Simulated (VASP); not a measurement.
A run of VASP 6.6.1 is set up as follows.

INCAR

```
SYSTEM = W16N
PREC     = Accurate       ! precision mode
ENCUT    = 400            ! plane-wave cutoff, eV
EDIFF    = 1E-6           ! SCF threshold, eV
ISMEAR   = 1              ! smearing method
SIGMA    = 0.1            ! smearing width, eV
LREAL    = Auto         
LASPH    = .TRUE.         ! aspherical terms in the spheres
NELM     = 80             ! most SCF steps
ALGO     = Fast           ! electronic algorithm
ISIF     = 2              ! what is computed and relaxed
LWAVE    = .FALSE.        ! write WAVECAR
LCHARG   = .FALSE.        ! write CHGCAR
GGA      = MK             ! functional
LUSE_VDW = .TRUE.       
AGGAC    = 0.0          
PARAM1   = 0.1234       
PARAM2   = 0.711357     
ZAB_VDW  = -1.8867      
ISYM     = 0
```

File KPOINTS:

```
Automatic mesh
0
G
  5 6 1
  0 0 0
```

POSCAR

```
W16N
1.0
    6.3200000000      0.0000000000      0.0000000000
    3.1600000000      4.4689148571      0.0000000000
    0.0000000000      0.0000000000     23.2033722856
W N
16 1
Direct
    0.7500000000      0.5000000000      0.1077000000
    0.2500000000      0.5000000000      0.1077000000
    0.7500000000      0.0000000000      0.1077000000
    0.2500000000      0.0000000000      0.1077000000
    0.0000000000      0.0000000000      0.2040000000
    0.5000000000      0.0000000000      0.2040000000
    0.0000000000      0.5000000000      0.2040000000
    0.5000000000      0.5000000000      0.2040000000
    0.7503000000      0.4994000000      0.3004000000
    0.2490000000      0.5022000000      0.2989000000
    0.7502000000      0.0007000000      0.3017000000
    0.2495000000      0.9999000000      0.3018000000
    0.0024000000      0.9939000000      0.3961000000
    0.4936000000      0.0136000000      0.3934000000
    0.0023000000      0.4989000000      0.3970000000
    0.4978000000      0.5013000000      0.3972000000
    0.7878000000      0.4249000000      0.4445000000
```

Potentials or basis: VASP PAW PBE potentials, release 64 (W_sv, N).

Run with:

```console
$ cat potpaw_PBE.64/W_sv/POTCAR potpaw_PBE.64/N/POTCAR > POTCAR
$ mpirun -np 4 vasp_std > vasp.out
```

What does it give for the largest force?

0.691 eV/Å.

What does it give for the band gap on the k mesh?

None (metal or under the smearing width).

Forces in eV/Å, atoms in the order of the input:
```
W   -0.015 -0.001  0.368
W    0.003 -0.012  0.518
W    0.029  0.022  0.497
W   -0.038  0.012  0.555
W    0.006  0.132 -0.658
W    0.013 -0.136 -0.678
W    0.114  0.009 -0.446
W   -0.105 -0.029 -0.489
W    0.003  0.002  0.054
W    0.002  0.000  0.041
W    0.004 -0.005  0.073
W   -0.014 -0.004  0.053
W   -0.007 -0.087 -0.002
W    0.005  0.039  0.016
W    0.129  0.038 -0.033
W   -0.120  0.037 -0.031
N   -0.009 -0.017  0.162
```

Caveat: the PAW data sets were made with another functional, which shifts forces and pressure a little. Spin-orbit coupling is left out, which matters for the levels of W.
